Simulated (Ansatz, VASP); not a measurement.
# Cross-check of CuF2 (CuF2 monolayer) between VASP and Ansatz, part 3 of 3

Wanted: the spread between two codes on one cell, functional and k mesh. The cell is taken from a series of runs on this material, whose earlier steps may have relaxed, scaled, displaced or heated it; both programs get it as it stands.

VASP 6.6.1 and Ansatz 0.2.0.

So far: Set-up; Ansatz: single point, LDA, DFT+U, pair 1; VASP: single point, LDA, DFT+U, pair 1; Comparison; Ansatz: single point, LDA, DFT+U, pair 2; VASP: single point, LDA, DFT+U, pair 2.

## Step 8: Ansatz: single point, LDA, DFT+U, pair 3

Level of this step: Ansatz beside VASP: Kohn-Sham DFT, plane waves, LDA, DFT+U (Ansatz).

A single point gives forces, pressure and levels at one fixed geometry, so differences don't come from the geometry; what else differs is listed under the comparison.

The cell is taken from a series of runs on this material, whose earlier steps may have relaxed, scaled, displaced or heated it; both programs get it as it stands.

Contents of input.yaml:

```yaml
crystal:
  lattice:
    - [3.732798, 0.0, 0.0]
    - [0.0, 3.732798, 0.0]
    - [0.0, 0.0, 15.0]
  atoms:
    - { symbol: Cu, position: [0.0, 0.0, 0.5], spin: 1.0 }
    - { symbol: F, position: [0.5, 0.0, 0.5] }
    - { symbol: F, position: [0.0, 0.5, 0.5] }
magnetization:
  spin_polarized: true
kpoints:
  mp_grid: { grid: [9, 9, 1] }
hamiltonian:
  xc: lda
  hubbard:
    sites: [{ species: Cu, l: d, u_eff: 10.5 }]
    projectors: ortho-atomic
scf:
  occupations: { method: fermi_dirac, width: 0.06 }
output:
  eigenvalues: true
```

On the command line:

```bash
> ansatz run input.yaml --threads 4 --pin off --max-ram 8192MiB --backend cpu --events-out ev --progress --plain --runs-dir out
```

Numbers of over 12 decimals in the logs are rounded to 6 here.

The log of the run:

```text
[...]
Crystal: 3 atoms, lattice volume = 209.007 Å³
Basis set: ecut = 420 eV, 4051 PW (Γ)
Bands: 21, of which v1, the nominal top of the filled ones, is band 17 counted from 1 (16 counted from 0)
Symmetry: 16 space group operations
[...]
k-points: 15 of 81
[...]
Starting moments: Σ|m| = 1 μB on 1 of 3 sites
[...]
k-point 0 ↑: bands = [... 13 lower, -8.2105, -7.0351, -6.8037, -6.8037, -0.9157, 1.2764, 2.0167, 3.4114]
  k-point 1 ↑: bands = [... 13 lower, -8.1322, -7.0253, -6.8727, -6.7947, -0.6860, 1.3683, 2.1546, 3.5134]
  k-point 2 ↑: bands = [... 13 lower, -7.9430, -7.0484, -6.9948, -6.7706, -0.0600, 1.6351, 2.5653, 3.8106]
  k-point 14 ↓: bands = [... 13 lower, -6.7735, -6.7371, -5.9994, -1.1172, 2.7013, 3.6757, 5.4178, 5.5602]
Occupation matrices written to <dir>
[key lines of the parts left out:]
SCF converged after 17 iterations
Magnetization: 1.0000 μB (17.0000 up, 16.0000 down)
Free energy (F): -8139.745636 eV
Fermi energy:    -4.495459 eV
```

## Step 9: VASP: single point, LDA, DFT+U, pair 3

The same cell, functional (in two slightly different forms), mesh and smearing now go to VASP, with its own data sets.

Contents of INCAR:

```
SYSTEM = CuF2
PREC = Accurate
ENCUT = 520
EDIFF = 1E-06
NELM = 200
ISMEAR = -1
SIGMA = 0.06
LREAL = .FALSE.
ALGO = Normal
GGA = PW92
NBANDS = 21
ISPIN = 2
MAGMOM = 0.83 0.07 0.07
LDAU = .TRUE.
LDAUTYPE = 2
LDAUL = 2 -1
LDAUU = 10.5 0
LDAUJ = 0 0
LDAUPRINT = 1
LASPH = .TRUE.
LMAXMIX = 4
LORBIT = 11
LWAVE = .FALSE.
LCHARG = .FALSE.
ISIF = 2
GGA_COMPAT = .FALSE.
KPAR = 2
```

Contents of POSCAR:

```
CuF2
1.0
    3.7327980000      0.0000000000      0.0000000000
    0.0000000000      3.7327980000      0.0000000000
    0.0000000000      0.0000000000     15.0000000000
Cu F
1 2
Direct
    0.0000000000      0.0000000000      0.5000000000
    0.5000000000      0.0000000000      0.5000000000
    0.0000000000      0.5000000000      0.5000000000
```

Contents of KPOINTS:

```
Automatic mesh
0
Gamma
9 9 1
0 0 0
```

PAW data sets: Cu and F (LDA family, release 64).

On the command line:

```bash
> mpirun -np 2 vasp_std
```

The log of the run:

```text
[... set-up lines as in an earlier step ...]
 entering main loop
       N       E                     dE             d eps       ncg     rms          rms(c)
DAV:   1     0.251459631010E+03    0.25146E+03   -0.98713E+03  1260   0.956E+02
DAV:   2     0.231966696405E+02   -0.22826E+03   -0.21724E+03  1666   0.259E+02
DAV:   3    -0.103067813775E+02   -0.33503E+02   -0.32956E+02  1518   0.121E+02
DAV:   4    -0.114438273809E+02   -0.11370E+01   -0.11356E+01  1481   0.295E+01
[...]
DAV:  23    -0.112483418321E+02   -0.27922E-05   -0.17015E-07  1172   0.405E-03    0.777E-04
DAV:  24    -0.112483431040E+02   -0.12719E-05   -0.13167E-07  1076   0.269E-03    0.350E-04
DAV:  25    -0.112483437720E+02   -0.66799E-06   -0.11177E-08  1112   0.984E-04
   1 F= -.11248344E+02 E0= -.11248344E+02  d E =-.232566E-10  mag=     1.0000
```

Parts of OUTCAR (step 9):

```text
  Total       -3.0955364     -3.0955364     -0.0846068      0.0000000      0.0000000      0.0000000
  in kB      -23.7293733    -23.7293733     -0.6485680      0.0000000      0.0000000      0.0000000
  external PRESSURE =     -16.0357715 kB  Pullay stress =       0.0000000 kB

  FREE ENERGIE OF THE ION-ELECTRON SYSTEM (eV)
  ---------------------------------------------------
  free  energy   TOTEN  =       -11.2483437720 eV

  energy  without entropy=      -11.2483437720  energy(sigma->0) =      -11.24834377

 magnetization (x)
# of ion       s       p       d       tot
------------------------------------------
    1        0.007   0.008   0.895   0.910
    2        0.004   0.045   0.000   0.049
    3        0.004   0.045   0.000   0.049
--------------------------------------------------
tot          0.015   0.098   0.895   1.008

[... 3 parts as in an earlier step ...]

[... 1 further part left out ...]
[key lines of the parts left out:]
E-fermi :  -5.2541
```

## Step 10: Comparison

What differs besides the data sets and the points named for the pairs above, as far as they apply: the data sets hold 33 valence electrons in Ansatz (on its default PAW (the set named soft_2) files) and 25 in VASP. Total energies have different zeros and are not compared.

Both answers:

| quantity | Ansatz | VASP | difference |
| --- | --- | --- | --- |
| gap on the k mesh (eV) | 2.204 | 3.526 | -1.321 |
| total moment (μB) | 1.00 | 1.00 | 0.00 |
| moment on Cu1 (μB) | 0.83 | 0.91 | -0.08 |
| moment on F2 (μB) | 0.07 | 0.05 | +0.02 |
| moment on F3 (μB) | 0.07 | 0.05 | +0.02 |

A gap on the mesh is an upper bound, since the band edges may lie between its points. With vacuum in the cell, a pressure given here is an average over mostly empty space and none of the material.

## Step 11: What the set-up changes

Further runs change the set-up of one program: Ansatz's method, potentials or start, or VASP's data sets, cutoff or form of LDA. The table gives Ansatz less VASP for each quantity, since a change that brings one quantity closer may part another.

| run | gap on the k mesh (eV) | total moment (μB) |
| --- | --- | --- |
| as above | -1.3 | 0 |
| VASP with the data sets Cu_sv_GW and F and a cutoff of 610 eV | -1.9 | 0 |

## Step 12: What came out

```
difference in total moment (single point, LDA, DFT+U, pair 1)      : -0.041 μB
difference in total moment (single point, LDA, DFT+U, pair 2)      : -0.10 μB
difference in gap on the k mesh (single point, LDA, DFT+U, pair 3) : -1.3 eV
```

The difference in gap on the k mesh is -1.3 eV (single point, LDA, DFT+U, pair 3). The data sets hold unlike numbers of valence electrons (33 in Ansatz and 25 in VASP), so part of the differences comes from the potentials. Single point, LDA, DFT+U, pair 3, VASP with the data sets Cu_sv_GW and F and a cutoff of 610 eV: the difference in gap on the k mesh goes from -1.3 to -1.9 eV. 5 further runs of this series are not shown here. How closely two codes agree says nothing of how well the functional describes the real material.

[Lines on the potential files, build, host, timing and source positions are cut from VASP's logs without a mark.]

[Logs are printed without paths, hosts, clocks, repeated set-up lines and the standing remarks that a program may print on its own settings, such as how far it seeks lower states.]

[Hosts, paths, dates, database ids (printed as entryN), source tags and the programs' standing remarks are cut or masked in the printed files.]
